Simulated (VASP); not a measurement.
Given:

```
AuZn
1.0
    3.15000     0.00000     0.00000
    0.00000     3.15000     0.00000
    0.00000     0.00000     3.15000
Zn Au
1 1
Direct
  0.50000   0.50000   0.50000
  0.00000   0.00000   0.00000
```

The numbers are results of vdW-DF2, VASP's PBE PAW potentials (set 64) (plane waves; VASP), not measurements. Run with 520 eV cut-off, 10×10×10 Γ-centred mesh, first-order Methfessel-Paxton smearing of 0.10 eV, potentials Zn Au.

Energy and stress use the plane-wave basis of the starting cell.

### Question
The ions, cell shape and volume are relaxed. Predict the relaxed structure.

### Answer

```
AuZn
1.0
    3.32616     0.00000     0.00000
    0.00000     3.32616     0.00000
    0.00000     0.00000     3.32616
Zn Au
1 1
Direct
  0.50000   0.50000   0.50000
  0.00000   0.00000   0.00000
```
Space group Pm-3m (221), at a tolerance of 0.03 Å.

### Question
How do energy and volume change from the first to the last step?

### Answer
The energy (σ→0) changes by -132.7 meV/atom and the volume by +17.7 %, in 5 ionic steps.

The compound is AuZn in the CsCl type structure. This run relaxes it. Symmetry was kept, so distortions that lower it aren't found. The electron count is odd and the run is not spin-polarised, which forces a metal.
